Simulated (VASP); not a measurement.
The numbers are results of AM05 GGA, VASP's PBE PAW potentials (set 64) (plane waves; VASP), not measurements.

A VASP calculation is set up with these files.

### POSCAR
```
TiO2
1.0
 -1.8862843565   1.8862843565   4.7987485669
  1.8862843565  -1.8862843565   4.7987485669
  1.8862843565   1.8862843565  -4.7987485669
Ti O
2 4
Direct
  0.7500000000   0.2500000000   0.5000000000
  0.0000000000   0.0000000000   0.0000000000
  0.5430619172   0.0430619172   0.5000000000
  0.7930619172   0.7930619172   0.0000000000
  0.2069380828   0.2069380828   0.0000000000
  0.9569380828   0.4569380828   0.5000000000
```

KPOINTS:
```
k-points along high-symmetry lines
10
Line-mode
Reciprocal
  0.000000   0.000000   0.000000 ! GAMMA
  0.000000   0.000000   0.500000 ! X

  0.000000   0.000000   0.500000 ! X
  0.250000   0.250000   0.250000 ! P

  0.250000   0.250000   0.250000 ! P
  0.000000   0.500000   0.000000 ! N

  0.000000   0.500000   0.000000 ! N
  0.000000   0.000000   0.000000 ! GAMMA

  0.000000   0.000000   0.000000 ! GAMMA
  0.500000   0.500000  -0.500000 ! M

  0.500000   0.500000  -0.500000 ! M
  0.289601   0.710399  -0.289601 ! S

 -0.289601   0.289601   0.289601 ! S_0
  0.000000   0.000000   0.000000 ! GAMMA

  0.000000   0.000000   0.500000 ! X
 -0.079203   0.079203   0.500000 ! R

  0.500000   0.500000  -0.079203 ! G
  0.500000   0.500000  -0.500000 ! M
```

**INCAR**
```
SYSTEM = TiO2
PREC = Accurate; ENCUT = 520; LREAL = .FALSE.
LASPH = .TRUE.; ICHARG = 11
EDIFF = 1E-7; NELM = 100; ALGO = Normal
LMAXMIX = 4
ISMEAR = 0; SIGMA = 0.05
GGA = AM
LWAVE = .FALSE.; LCHARG = .FALSE.; LORBIT = 11
```

POTCAR, in this order: Ti_sv O (PBE.64 set). Program: vasp_std. Read from the step before: CHGCAR.

Output

### OSZICAR
```
       N       E                     dE             d eps       ncg     rms          rms(c)
DAV:   1     0.622077171084E+03    0.62208E+03   -0.25806E+04  5040   0.204E+03
DAV:   2     0.491810691078E+02   -0.57290E+03   -0.55593E+03  5264   0.571E+02
DAV:   3    -0.476784650817E+02   -0.96860E+02   -0.92070E+02  8208   0.193E+02
DAV:   4    -0.542070251916E+02   -0.65286E+01   -0.64261E+01  7284   0.513E+01
DAV:   5    -0.545114607569E+02   -0.30444E+00   -0.30339E+00  7248   0.869E+00
DAV:   6    -0.545172966240E+02   -0.58359E-02   -0.58315E-02  6532   0.137E+00
DAV:   7    -0.545175634565E+02   -0.26683E-03   -0.26679E-03  7232   0.235E-01
DAV:   8    -0.545175678579E+02   -0.44014E-05   -0.44009E-05  6588   0.295E-02
DAV:   9    -0.545175680524E+02   -0.19449E-06   -0.19445E-06  6388   0.497E-03
DAV:  10    -0.545175680572E+02   -0.47366E-08   -0.47287E-08  3816   0.858E-04
   1 F= -.54517568E+02 E0= -.54517568E+02  d E =-.301736E-17
```

File OUTCAR:
```
 val. band max:        3.3137399767   @ k =   0.0000   0.0000   0.4444

 cond. band min:       5.4098149354   @ k =   0.0000   0.0000   0.0000



 k-point     1 :       0.0000    0.0000    0.0000
  band No.  band energies     occupation
      1     -52.7032      2.00000
      2     -52.6427      2.00000
      3     -29.3578      2.00000
      4     -29.1150      2.00000
      5     -29.1150      2.00000
      6     -29.0442      2.00000
      7     -29.0442      2.00000
      8     -28.9567      2.00000
      9     -14.2032      2.00000
     10     -13.1507      2.00000
     11     -13.0389      2.00000
     12     -12.6656      2.00000
     13      -0.6852      2.00000
     14      -0.5574      2.00000
     15      -0.5574      2.00000
     16      -0.1440      2.00000
     17       1.2420      2.00000
     18       1.2420      2.00000
     19       1.3085      2.00000
     20       2.5274      2.00000
     21       2.5330      2.00000
     22       2.5330      2.00000
     23       2.8592      2.00000
     24       2.8592      2.00000
     25       5.4098      0.00000
     26       6.1323      0.00000
     27       7.3589      0.00000
     28       7.3672      0.00000

 k-point     2 :       0.0000    0.0000    0.0556
  band No.  band energies     occupation
      1     -52.7026      2.00000
      2     -52.6431      2.00000
      3     -29.3574      2.00000
      4     -29.1209      2.00000
      5     -29.1170      2.00000
      6     -29.0475      2.00000
      7     -29.0443      2.00000
      8     -28.9555      2.00000
      9     -14.1727      2.00000
     10     -13.1317      2.00000
     11     -13.0258      2.00000
     12     -12.6567      2.00000
     13      -0.6899      2.00000
     14      -0.6276      2.00000
     15      -0.5948      2.00000
     16      -0.1423      2.00000
     17       1.1762      2.00000
     18       1.2792      2.00000
     19       1.3505      2.00000
     20       2.4532      2.00000
     21       2.4701      2.00000
...
```

The density is held fixed in this step, so its total energy and stress have no physical meaning.

The compound is TiO2 in the anatase structure, one of several forms; rutile is the usual stable one. It was relaxed first.
